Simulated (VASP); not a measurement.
# Relaxed cell of Sn (Tin-alpha): a test of cutoff and mesh, part 2 of 2

Aim: test the relaxed volume of Sn (Tin-alpha) against cutoff and mesh. The starting structure is a measured crystal structure from the Crystallography Open Database. The first relaxation on each setting starts from this cell expanded by 3 % in volume.

VASP 6.6.1.

Results so far: reference 34.96 Å³ an atom; a cutoff of 240 eV 34.42 Å³ an atom; a 7×7×7 mesh 34.94 Å³ an atom.

## (5) Relaxation with a cutoff of 600 eV

Level of this step: PBEsol; plane waves and PAW (Sn_d) (VASP).

Against step 2 the input has ENCUT = 600.

Input file INCAR:

```
SYSTEM = Sn
PREC = Accurate
ENCUT = 600
EDIFF = 1E-06
NELM = 100
ISMEAR = 1
SIGMA = 0.15
LREAL = .FALSE.
ALGO = Normal
GGA = PS
NBANDS = 20
LORBIT = 11
LWAVE = .FALSE.
LCHARG = .FALSE.
KPAR = 4
IBRION = 2
NSW = 50
ISIF = 3
EDIFFG = -0.006
```

Input file POSCAR:

```
Sn
1.0
    0.0000000000      3.2777367435      3.2777367435
    3.2777367435      0.0000000000      3.2777367435
    3.2777367435      3.2777367435      0.0000000000
Sn
2
Direct
    0.7500000000      0.7500000000      0.7500000000
    0.5000000000      0.5000000000      0.5000000000
```

Input file KPOINTS:

```
Automatic mesh
0
Gamma
12 12 12
0 0 0
```

The projector-augmented-wave data sets are Sn_d (PBE family, release 64).

On the command line:

```console
$ mpirun -np 4 vasp_std
```

What it wrote:

```text
[... set-up lines as in an earlier step ...]
 entering main loop
       N       E                     dE             d eps       ncg     rms          rms(c)
DAV:   1     0.232587830731E+03    0.23259E+03   -0.16024E+04  2880   0.220E+03
DAV:   2     0.161870578652E+02   -0.21640E+03   -0.21236E+03  2884   0.472E+02
DAV:   3    -0.773901463451E+01   -0.23926E+02   -0.23769E+02  3304   0.148E+02
DAV:   4    -0.853429377356E+01   -0.79528E+00   -0.79463E+00  3240   0.301E+01
[...]
DAV:  10    -0.846514012702E+01   -0.96037E-05   -0.19943E-05  3604   0.439E-02    0.537E-03
DAV:  11    -0.846514176517E+01   -0.16382E-05   -0.27862E-06  2488   0.103E-02    0.485E-04
DAV:  12    -0.846514172478E+01    0.40396E-07   -0.10442E-07  1996   0.359E-03
   1 F= -.84651417E+01 E0= -.84649602E+01  d E =-.846514E+01
[...]
N       E                     dE             d eps       ncg     rms          rms(c)
DAV:   1    -0.849577236279E+01   -0.30631E-01   -0.62659E-01  3332   0.126E+01    0.925E-01
[...]
DAV:   5    -0.846562398166E+01    0.18236E-04   -0.37585E-05  4200   0.596E-02    0.718E-03
DAV:   6    -0.846562290309E+01    0.10786E-05   -0.38565E-06  2704   0.259E-02    0.383E-03
DAV:   7    -0.846562334166E+01   -0.43857E-06   -0.36697E-07  1628   0.448E-03
   2 F= -.84656233E+01 E0= -.84654347E+01  d E =-.481617E-03
 trial-energy change:   -0.000482  1 .order   -0.000451   -0.001346    0.000444
 step:   0.7702(harm=  0.7518)  dis= 0.00000  next Energy=    -8.465674 (dE=-0.532E-03)
[...]
N       E                     dE             d eps       ncg     rms          rms(c)
DAV:   1    -0.846726128859E+01   -0.16384E-02   -0.33468E-02  3336   0.296E+00    0.212E-01
DAV:   2    -0.846599015205E+01    0.12711E-02   -0.21546E-03  3716   0.761E-01    0.950E-02
DAV:   3    -0.846569129059E+01    0.29886E-03   -0.86547E-04  3812   0.456E-01    0.134E-02
DAV:   4    -0.846567213594E+01    0.19155E-04   -0.38654E-05  3264   0.761E-02    0.390E-03
DAV:   5    -0.846566976292E+01    0.23730E-05   -0.17823E-06  2380   0.149E-02    0.171E-03
DAV:   6    -0.846566922384E+01    0.53908E-06   -0.52914E-07  1528   0.113E-02
   3 F= -.84656692E+01 E0= -.84654817E+01  d E =-.527499E-03
[...]
reached required accuracy - stopping structural energy minimisation
```

It took 1.7 min on 4 MPI ranks of Intel Xeon Platinum 8259CL at 2.50GHz (Skylake/Cascade Lake), shared host; peak memory 1.2 GiB.

OUTCAR, selected parts (step 5):

```text
  Total        0.0016856      0.0016856      0.0016856     -0.0000000      0.0000000     -0.0000000
  in kB        0.0386389      0.0386389      0.0386389     -0.0000000      0.0000000     -0.0000000
  external PRESSURE =       0.0386389 kB  Pullay stress =       0.0000000 kB

 POSITION                                       TOTAL-FORCE (eV/Angst)
 -----------------------------------------------------------------------------------
      4.90415      4.90415      4.90415        -0.000000     -0.000000     -0.000000
      3.26943      3.26943      3.26943         0.000000      0.000000      0.000000
 -----------------------------------------------------------------------------------
    total drift:                               -0.000000     -0.000000      0.000000

  FREE ENERGIE OF THE ION-ELECTRON SYSTEM (eV)
  ---------------------------------------------------
  free  energy   TOTEN  =        -8.4656692238 eV

  energy  without entropy=       -8.4651067493  energy(sigma->0) =       -8.46548173

[... 2 parts as in an earlier step ...]

[... 2 further parts left out ...]
[key lines of the parts left out:]
E-fermi :   5.2313
```

With a cutoff of 600 eV the cell ends at 34.948 Å³ an atom, -0.05 % from the reference.

## (6) Relaxation with a 16×16×16 mesh

Against step 2 the input has a 16×16×16 mesh.

INCAR, as its differences from that of step 5:

```diff
@@ -2,3 +2,3 @@
 PREC = Accurate
-ENCUT = 600
+ENCUT = 450
 EDIFF = 1E-06
```

POSCAR is that of step 5.

Input file KPOINTS:

```
Automatic mesh
0
Gamma
16 16 16
0 0 0
```

On the command line:

```console
$ mpirun -np 4 vasp_std
```

What it wrote:

```text
[... set-up lines as in an earlier step ...]
 entering main loop
       N       E                     dE             d eps       ncg     rms          rms(c)
DAV:   1     0.215350114701E+03    0.21535E+03   -0.13964E+04  5828   0.186E+03
DAV:   2     0.139586912609E+02   -0.20139E+03   -0.19756E+03  5828   0.422E+02
DAV:   3    -0.784588792495E+01   -0.21805E+02   -0.21683E+02  6652   0.138E+02
DAV:   4    -0.853859870737E+01   -0.69271E+00   -0.69240E+00  6532   0.280E+01
[...]
DAV:  10    -0.846538978703E+01   -0.15111E-04   -0.22421E-05  6932   0.327E-02    0.506E-03
DAV:  11    -0.846539149904E+01   -0.17120E-05   -0.26173E-06  5084   0.143E-02    0.971E-04
DAV:  12    -0.846539139130E+01    0.10774E-06   -0.30346E-07  4224   0.761E-03
   1 F= -.84653914E+01 E0= -.84653766E+01  d E =-.846539E+01
[...]
N       E                     dE             d eps       ncg     rms          rms(c)
DAV:   1    -0.849662033669E+01   -0.31229E-01   -0.63864E-01  6744   0.127E+01    0.934E-01
[...]
DAV:   5    -0.846588846020E+01    0.19038E-04   -0.36947E-05  7832   0.577E-02    0.720E-03
DAV:   6    -0.846588738352E+01    0.10767E-05   -0.37683E-06  5152   0.244E-02    0.379E-03
DAV:   7    -0.846588783516E+01   -0.45164E-06   -0.41684E-07  3304   0.486E-03
   2 F= -.84658878E+01 E0= -.84658626E+01  d E =-.496444E-03
 trial-energy change:   -0.000496  1 .order   -0.000454   -0.001372    0.000464
 step:   0.7717(harm=  0.7471)  dis= 0.00000  next Energy=    -8.465940 (dE=-0.549E-03)
[...]
N       E                     dE             d eps       ncg     rms          rms(c)
DAV:   1    -0.846752870552E+01   -0.16413E-02   -0.33576E-02  6732   0.296E+00    0.212E-01
DAV:   2    -0.846625452255E+01    0.12742E-02   -0.21561E-03  7484   0.755E-01    0.951E-02
DAV:   3    -0.846595498023E+01    0.29954E-03   -0.86828E-04  7760   0.455E-01    0.134E-02
DAV:   4    -0.846593571883E+01    0.19261E-04   -0.38499E-05  6496   0.755E-02    0.394E-03
DAV:   5    -0.846593329688E+01    0.24219E-05   -0.18034E-06  4928   0.145E-02    0.172E-03
DAV:   6    -0.846593280349E+01    0.49339E-06   -0.49096E-07  3064   0.107E-02
   3 F= -.84659328E+01 E0= -.84659099E+01  d E =-.541412E-03
[...]
reached required accuracy - stopping structural energy minimisation
```

Wall time 66 s (4 MPI ranks); peak memory 1.1 GiB; 3.9 min of CPU time.

From OUTCAR (step 6):

```text
  Total        0.0002849      0.0002849      0.0002849      0.0000000      0.0000000     -0.0000000
  in kB        0.0065313      0.0065313      0.0065313      0.0000000      0.0000000     -0.0000000
  external PRESSURE =       0.0065313 kB  Pullay stress =       0.0000000 kB

 POSITION                                       TOTAL-FORCE (eV/Angst)
 -----------------------------------------------------------------------------------
      4.90400      4.90400      4.90400        -0.000000     -0.000000     -0.000000
      3.26934      3.26934      3.26934         0.000000      0.000000      0.000000
 -----------------------------------------------------------------------------------
    total drift:                               -0.000000     -0.000000      0.000000

  FREE ENERGIE OF THE ION-ELECTRON SYSTEM (eV)
  ---------------------------------------------------
  free  energy   TOTEN  =        -8.4659328035 eV

  energy  without entropy=       -8.4658639430  energy(sigma->0) =       -8.46590985

[... 1 part as in an earlier step ...]

[... 3 further parts left out ...]
[key lines of the parts left out:]
E-fermi :   5.2519
```

With a 16×16×16 mesh the cell ends at 34.944 Å³ an atom, -0.06 % from the reference.

## (7) Comparison

```csv
run,volume (Å³/atom),change (%),pressure left (GPa),core minutes
reference,34.965,-,-0.01,3.2
a cutoff of 240 eV,34.42,-1.56,0.01,2.73
a 7×7×7 mesh,34.943,-0.06,0.0,1.28
a cutoff of 600 eV,34.948,-0.05,0.0,6.93
a 16×16×16 mesh,34.944,-0.06,0.0,4.4
```

Core minutes are wall time times ranks, summed over the relaxations behind a row (those for a bulk modulus apart), on shared hosts.

## (8) Summary of results

| Property | Result |
| --- | --- |
| volume of the reference | 34.96 Å³/atom |
| volume against the reference, a cutoff of 240 eV | -1.56 % |
| volume against the reference, a 7×7×7 mesh | -0.06 % |
| volume against the reference, a cutoff of 600 eV | -0.05 % |
| volume against the reference, a 16×16×16 mesh | -0.06 % |

The volume moves most with a cutoff of 240 eV: -1.56 % against the reference (450 eV, 12×12×12 mesh). On finer settings it changes by -0.05 % with a cutoff of 600 eV and -0.06 % with a 16×16×16 mesh. A cell that shrinks at the lower cutoff is the usual mark of Pulay stress, the error that a plane-wave basis makes when it is kept while the volume changes. Further runs on this material are not shown.

[Lines on the potential files, build, host, timing and source positions are cut from VASP's logs without a mark.]

[Logs are printed without paths, hosts, clocks, repeated set-up lines and the standing remarks that a program may print on its own settings, such as how far it seeks lower states.]

[Hosts, paths, dates, database ids (printed as entryN), source tags and the programs' standing remarks are cut or masked in the printed files.]
